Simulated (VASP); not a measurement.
An input for Quantum ESPRESSO's pw.x (written as the equivalent of a VASP run, and not itself run):

```
&CONTROL
  calculation = 'vc-relax'
  pseudo_dir = './pseudo'
  outdir = './out'
  tprnfor = .true.
  tstress = .true.
  nstep = 30
  forc_conv_thr = 0.00039
/
&SYSTEM
  ibrav = 0
  nat = 6
  ntyp = 3
  ecutwfc = 96
  occupations = 'smearing'
  smearing = 'gaussian'
  degauss = 0.003675
  input_dft = 'pbe'
  vdw_corr = 'grimme-d3'
  dftd3_version = 4
  dftd3_threebody = .false.
  nspin = 2
  starting_magnetization(1) = 0.45
  starting_magnetization(2) = -0.45
/
&ELECTRONS
  conv_thr = 7.3e-09
  electron_maxstep = 100
/
&IONS
/
&CELL
  cell_dofree = 'shape'
/
ATOMIC_SPECIES
  Mn1 54.938 Mn.upf
  Mn2 54.938 Mn.upf
  F 18.998 F.upf
CELL_PARAMETERS angstrom
     4.9799545    0.0000000    0.0000000
     0.0000000    4.9799545    0.0000000
     0.0000000    0.0000000    3.3824142
ATOMIC_POSITIONS crystal
  Mn1  1.0000000  0.0000000  0.0000000
  Mn2  0.5000000  0.5000000  0.5000000
  F    0.3033885  0.3033885  0.0000000
  F    0.8033885  0.1966115  0.5000000
  F    0.1966115  0.8033885  0.5000000
  F    0.6966115  0.6966115  1.0000000
K_POINTS automatic
  5 5 7 0 0 0
```

Translate this input to VASP (INCAR, KPOINTS, POSCAR, choice of POTCAR).

Several could match; the one computed here: 
**KPOINTS**
```
Automatic mesh
0
Gamma
5 5 7
0 0 0
```

POSCAR:
```
MnF2
1
    4.9799545445     0.0000000000     0.0000000000
    0.0000000000     4.9799545445     0.0000000000
    0.0000000000     0.0000000000     3.3824141618
Mn F
2 4
Direct
  1.0000000000   0.0000000000   0.0000000000
  0.5000000000   0.5000000000   0.5000000000
  0.3033885259   0.3033885259   0.0000000000
  0.8033885259   0.1966114741   0.5000000000
  0.1966114741   0.8033885259   0.5000000000
  0.6966114741   0.6966114741   1.0000000000
```

**INCAR**
```
SYSTEM = MnF2
PREC = Accurate
ENCUT = 520
EDIFF = 1E-7
NELM = 100
ALGO = Normal
LREAL = .FALSE.
LASPH = .TRUE.
ISMEAR = 0
SIGMA = 0.05
GGA = PE
IVDW = 12
LMAXMIX = 4
ISPIN = 2
MAGMOM = 4.5 -4.5 -0.0 0.0 0.0 -0.0
LORBIT = 10
LWAVE = .FALSE.
LCHARG = .FALSE.
ISIF = 4
IBRION = 2
NSW = 30
EDIFFG = -0.01
```

POTCAR, in this order: Mn_pv F (PBE.64 set). Program: vasp_std.

What does not carry over: the potentials are each code's own (VASP's PAW set, PseudoDojo norm-conserving files in pw.x), so ENCUT and ecutwfc are chosen apart and not converted; conv_thr bounds pw.x's estimated SCF error, while EDIFF bounds the energy change between steps; starting_magnetization is a fraction of the valence charge and MAGMOM a moment in μB, so they match only roughly; forc_conv_thr acts on force components and is met together with etot_conv_thr.

The compound is MnF2 in the rutile structure. This cell is one point of a volume scan, at 1.06 of the reference volume. Symmetry was kept, so distortions that lower it aren't found.
